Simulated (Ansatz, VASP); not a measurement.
# Sn2TeS: VASP beside Ansatz, part 2 of 2

Aim: how closely do two programs agree when they are given the same cell, functional and k mesh? The cell is invented: As first built, before any earlier steps moved the atoms (in the runner's words): it takes the SnS structure with some of its atoms replaced by other elements, volume scaled by an estimate. It may not be a known or stable phase. The cell is taken from a series of VASP runs on this material, whose earlier steps may have relaxed, scaled or displaced it; both programs get it as it stands.

VASP 6.6.1 and Ansatz 0.2.0.

So far: Starting point; VASP: relaxation of cell and atoms, PBEsol with D3(BJ).

## 3. Ansatz: relaxation of cell and atoms, PBEsol with D3(BJ)

Level of this step: Ansatz beside VASP: Kohn-Sham DFT, plane waves, PBEsol with D3(BJ) (Ansatz).

Ansatz runs on its default PAW (the set named soft_2) files.

The same cell, functional, mesh and smearing now go to Ansatz, which takes its cutoff from its data sets.

input.yaml

```yaml
crystal:
  lattice:
    - [4.2300749366, 0.0, 0.0]
    - [0.0, 4.2300749366, 0.0]
    - [0.0, 0.0, 5.9124893853]
  atoms:
    - { symbol: Te, position: [0.5, 0.5, 0.5] }
    - { symbol: Sn, position: [0.5, 0.5, 0.0] }
    - { symbol: Sn, position: [0.0, 0.0, 0.5] }
    - { symbol: S, position: [0.0, 0.0, 0.0] }
hamiltonian:
  xc: pbesol
  pseudopotentials: { kind: paw }
  dispersion: d3bj
kpoints:
  mp_grid: { grid: [5, 5, 4] }
scf:
  occupations: { method: gaussian, width: 0.05 }
relax:
  f_tol: 0.01
  max_steps: 60
  cell: { stress_tol: 0.05 }
output:
  forces: true
  stress: true
  write_density: true
  write_potential: true
  elf: true
  volumetric_format: npy
```

Run with:

```
$ ansatz run input.yaml --threads 4 --pin off --max-ram 9216MiB --backend cpu --events-out ev --progress --plain --runs-dir out
```

Numbers of over 12 decimals in the logs are rounded to 6 here.

What it wrote:

```text
Engine: ansatz 0.2.0, aarch64-unknown-linux-gnu
Pseudopotentials: kind: paw
Pseudopotential: Te, paw, valence charge 16, recommended cutoff 420 eV (normal), Te.paw.azcp
Pseudopotential: Sn, paw, valence charge 14, recommended cutoff 420 eV (normal), Sn.paw.azcp
Pseudopotential: S, paw, valence charge 6, recommended cutoff 420 eV (normal), S.paw.azcp
Functional definition: PBEsol
  exchange = pbesol_x
  correlation = pbesol_c
Crystal: 4 atoms, lattice volume = 105.795 Å³
Basis set: ecut = 420 eV, 2039 PW (Γ), exchange–correlation on 60×60×80 points (8 copies of the dense FFT grid, shifted against one another)
Bands: 30, of which v1, the nominal top of the filled ones, is band 25 counted from 1 (24 counted from 0)
Symmetry: 16 space group operations
Space group: P4/mmm (ITA 123), of the structure as read, at distance tolerance 4.7e-5 Å
k-points: 18 of 100
Non-local potential: Te, projectors of the file, l = 0: 2, l = 1: 2, l = 2: 2, l = 3: 2
Non-local potential: Sn, projectors of the file, l = 0: 2, l = 1: 2, l = 2: 2, l = 3: 2
Non-local potential: S, projectors of the file, l = 0: 2, l = 1: 2, l = 2: 2
PAW form: soft (Blöchl's): semilocal exchange-correlation on the pseudo side does not see the compensation charge
PAW frozen core: Te, regenerated for the run's functional, and the local potential with it (the file was generated under x = pbe(κ = 0.804, μ = 0.219515), c = pbe(β = 0.066725))
PAW frozen core: Sn, regenerated for the run's functional, and the local potential with it (the file was generated under x = pbe(κ = 0.804, μ = 0.219515), c = pbe(β = 0.066725))
PAW frozen core: S, regenerated for the run's functional, and the local potential with it (the file was generated under x = pbe(κ = 0.804, μ = 0.219515), c = pbe(β = 0.066725))
PAW one-centre angular grid: Te, 590 points (default); XC on 64 Gauss nodes
PAW one-centre angular grid: Sn, 590 points (default); XC on 64 Gauss nodes
PAW one-centre angular grid: S, 110 points (default); XC on 64 Gauss nodes
Initial density: superposition of atomic densities (neutral atoms: chi_scale 0, normalization atom), corrected by the library's trained network
Initial wavefunctions: pseudopotential atomic-orbital guess
Functional: x = pbesol(κ = 0.804, μ = 0.123457), c = pbesol(β = 0.046)
SCF iter   1: F=—  HF=-19688.449735 eV  |F-HF|=—  |Δ(HF+E_count)|=         —  Δρ=4.52e-3  dr2=4.46e-2  ethr=1.77e-3  ⟨swp⟩=8.6  Hψ=2592  notcnv=0
preconditioner: auto → Resta (q_TF=auto, 2.408 Å⁻¹)  ε∞=3.0  [insulator: Δε(μ)=0.194 eV  Ē_g=16.188 eV  σ=0.050 eV  W_gap=0.99  n_scr=28 (ndim 8)  ℏωp=22.8 eV  f_vac=0.000  D(μ)=0.06/eV (n_scr^D=0)  ε∞_Penn≈3.0]
SCF iter   2: F=—  HF=-19688.435701 eV  |F-HF|=—  |Δ(HF+E_count)|=   1.40e-2  Δρ=1.36e-3  dr2=1.57e-3  ethr=8.92e-5  ⟨swp⟩=2.0  Hψ=867  notcnv=0  defer=16
SCF iter   3: F=—  HF=-19688.435144 eV  |F-HF|=—  |Δ(HF+E_count)|=   5.57e-4  Δρ=5.12e-4  dr2=2.43e-4  ethr=3.15e-6  ⟨swp⟩=2.0  Hψ=946  notcnv=0  defer=16
SCF iter   4: F=—  HF=-19688.435144 eV  |F-HF|=—  |Δ(HF+E_count)|=   2.54e-7  Δρ=1.81e-4  dr2=3.28e-5  ethr=4.87e-7  ⟨swp⟩=1.7  Hψ=552  notcnv=0  defer=16
SCF iter   5: F=—  HF=-19688.435198 eV  |F-HF|=—  |Δ(HF+E_count)|=   5.37e-5  Δρ=2.70e-5  dr2=7.57e-7  ethr=6.57e-8  ⟨swp⟩=2.5  Hψ=810  notcnv=0  defer=16
SCF iter   6: F=-19688.435198 eV  HF=-19688.435198 eV  |F-HF|=2.56e-8  |Δ(HF+E_count)|=   3.66e-7  Δρ=6.70e-6  dr2=5.76e-8  ethr=2.00e-10  ⟨swp⟩=9.8  Hψ=3923  notcnv=0
SCF 1 converged in 6 iterations: F = -19688.435198 eV  dr2 = 5.76e-8
  greatest PAW one-centre occupation: 0.998 electrons in one spin orbital (limit 2), on the Te atom at site 0 (counted from 0), in its partial waves of l = 2
relax step   1: F+E_penalty+E_count = -19688.43519810 eV  Δ(F+E_penalty+E_count) = +0.000e0 eV  max|allowed force component| = 3.535e-29 eV/Å  Δτ_max = 0.0000 Å  P = +0.335 GPa  Ω = 105.795 Å³  (6 SCF iters, dr2 threshold 1.00e-7 eV, accepted)
[...]
relax step   2: F+E_penalty+E_count = -19688.43924619 eV  Δ(F+E_penalty+E_count) = -4.048e-3 eV  max|allowed force component| = 2.416e-30 eV/Å  Δτ_max = 0.0000 Å  P = -0.199 GPa  Ω = 106.781 Å³  energy of the carried Pulay correction = -1.930e-4 eV  (6 SCF iters, dr2 threshold 4.00e-7 eV, accepted)
[...]
relax step   3: F+E_penalty+E_count = -19688.44056918 eV  Δ(F+E_penalty+E_count) = -1.323e-3 eV  max|allowed force component| = 8.628e-30 eV/Å  Δτ_max = 0.0000 Å  P = -0.009 GPa  Ω = 106.412 Å³  energy of the carried Pulay correction = -1.210e-4 eV  (6 SCF iters, dr2 threshold 4.00e-7 eV, accepted)
[...]
relax step   4: F+E_penalty+E_count = -19688.44058910 eV  Δ(F+E_penalty+E_count) = -1.992e-5 eV  max|allowed force component| = 6.567e-29 eV/Å  Δτ_max = 0.0000 Å  P = +0.000 GPa  Ω = 106.394 Å³  energy of the carried Pulay correction = -1.175e-4 eV  (3 SCF iters, dr2 threshold 1.43e-8 eV, accepted)
[...]
relax step   5: F+E_penalty+E_count = -19688.44072410 eV  Δ(F+E_penalty+E_count) = -1.350e-4 eV  max|allowed force component| = 1.160e-28 eV/Å  Δτ_max = 0.0000 Å  P = -0.000 GPa  Ω = 106.394 Å³  stress off target by 4.41e-4 GPa  SCF on the basis re-selected at this cell (its energy is not comparable with the rows above)  (5 SCF iters)
basis re-selected at this cell: Δ(F+E_penalty+E_count) = -1.350e-4 eV, ΔP = -0.000 GPa vs the last step (what re-selecting the basis moved, of the pressure what is left beyond the Pulay correction that the steps carried, after the strain that the cell walked since its last selection, with what the two solves' SCF thresholds leave and, on support functions, any second-order correction that the steps lacked; it is no m [...]
SCF converged after 5 iterations
Free energy (F): -19688.440724 eV
Harris-Foulkes:  -19688.440724 eV  (|F-HF|=7.28e-12)
Internal energy: -19688.439590 eV  (E = F + TS)
E sigma→0 (E₀):  -19688.440157 eV
Entropy (-TS):   -0.001134 eV (-0.283 meV/atom)
Fermi energy:    9.687915 eV
--- Per-component energies (eV) ---
  E_band       = -434.255466
  E_kinetic    = 660.064140
  E_local      = -3284.727643  (includes V_loc(G=0)·N_el)
  E_nonlocal   = -340.811443
  E_hartree    = 2001.509666
  E_xc         = -980.561181
  E_vxc        = -387.998853  (∫ρ·V_xc dr)
  E_paw        = -13292.474267  (= ΣΔE_a)
  E_vpaw       = -1083.800774  (= ΣTr[D̂ρ^β])
  E_aug_tail   = -0.000199  (compensation charges beyond the density's cutoff)
  E_ewald      = -4450.993391
  E_disp       = -1.451717  (pairwise vdW)
  E_core_change = 1.006444  (= ΣΔE_core)
  E_smearing   = -0.001134  (= −TS)
  E_closure    = -0.000000  (closes the sum)
  Σ components = -19688.440724   (vs F -19688.440724, Δ=0.00e0)
--- Forces (eV/Å), atoms counted from 1 ---
  atom   1  Te     0.00000000     0.00000000     0.00000000
  atom   2  Sn     0.00000000     0.00000000     0.00000000
  atom   3  Sn    -0.00000000    -0.00000000     0.00000000
  atom   4  S     -0.00000000    -0.00000000     0.00000000
  max |Σ_I F_I| component: 1.42e-28 eV/Å
--- Stress (GPa, compression-positive) ---
       -0.000252       0.000000       0.000000
        0.000000      -0.000252       0.000000
        0.000000       0.000000       0.000441
  P = ⅓ Tr σ = -0.0000 GPa (-0.000 kbar)
--- Band table (eV; the first three rows and the last of 18) ---
  k-point 0: bands = [... 21 lower, 5.7063, 7.2926, 7.2955, 7.2955, 12.0046, 13.5285, 13.6829, 13.6829, ... 1 higher]
  k-point 1: bands = [... 21 lower, 5.8983, 7.0119, 7.0119, 8.5194, 11.6272, 12.2107, 13.5213, 13.5213, ... 1 higher]
  k-point 2: bands = [... 21 lower, 6.4555, 6.4555, 7.5263, 7.9696, 11.6888, 12.1990, 12.5948, 13.3732, ... 1 higher]
  k-point 17: bands = [... 21 lower, 5.1967, 5.5541, 8.3080, 9.2832, 10.7084, 10.9578, 13.0229, 13.2624, ... 1 higher]
--- Relaxed structure (4 steps of the walk, 4 accepted, 1 SCFs on fresh bases) ---
  F+E_penalty+E_count = -19688.44072410 eV   max|allowed force component| = 1.160e-28 eV/Å   (the final SCF, on the basis selected at the relaxed cell)
  cell:  # Å, volume = 106.3936 Å³
    - [4.220810, 0, 0.0]
    - [0, 4.220810, 0.0]
    - [0.0, 0.0, 5.972057]
  atoms:
    - { symbol: Te, position: [0.500000, 0.500000, 0.500000] }
    - { symbol: Sn, position: [0.500000, 0.500000, 0.0] }
    - { symbol: Sn, position: [0, 0, 0.500000] }
    - { symbol: S, position: [0, 0, 0.0] }
```

It took 4.1 s on 4 threads of Arm Neoverse V2, shared host; peak memory 0.43 GiB.

## 4. Comparison

Known differences besides the potentials themselves: both relaxations stop at a tolerance, which leaves soft axes loose, and VASP keeps its plane-wave basis; the data sets hold 50 valence electrons in Ansatz (default PAW (the set named soft_2) files) and 40 in VASP; the cutoff is 420 eV in Ansatz and 400 eV in VASP; Ansatz makes its cores anew for this functional, VASP keeps those of its PBE data sets; VASP leaves aspherical gradient terms in its spheres out (LASPH is not set), Ansatz keeps them; Ansatz adds a Pulay correction to the stress that steers its cell, VASP none. Total energies have different zeros and are not compared.

Both answers:

```tsv
quantity	Ansatz	VASP	difference
volume (Å³)	106.39	106.44	-0.04 %
edge a after relaxation, in the typed setting (Å)	4.221	4.221	-0.01 %
edge c after relaxation, in the typed setting (Å)	5.972	5.974	-0.03 %
```

The walks stopped with 0.00 GPa left in Ansatz and -0.02 GPa in VASP; each walk ends within a tolerance, so the volume difference is uncertain by about these residues over the bulk modulus, most in soft cells.

## 5. Summary of results

```
difference in volume (relaxation of cell and atoms, PBEsol with D3(BJ)) : -0.044 %
```

In words: The difference in volume is -0.044 % (relaxation of cell and atoms, PBEsol with D3(BJ)), within the 1.2 % picked in this series as the mark of a large difference, as far as the stopping tolerances let one tell. How closely two codes agree says nothing of how well the functional describes the real material.

[Lines on the potential files, build, host, timing and source positions are cut from VASP's logs without a mark.]

[Logs are printed without paths, hosts, clocks, repeated set-up lines and the standing remarks that a program may print on its own settings, such as how far it seeks lower states.]

[Hosts, paths, dates, database ids (printed as entryN), source tags and the programs' standing remarks are cut or masked in the printed files.]
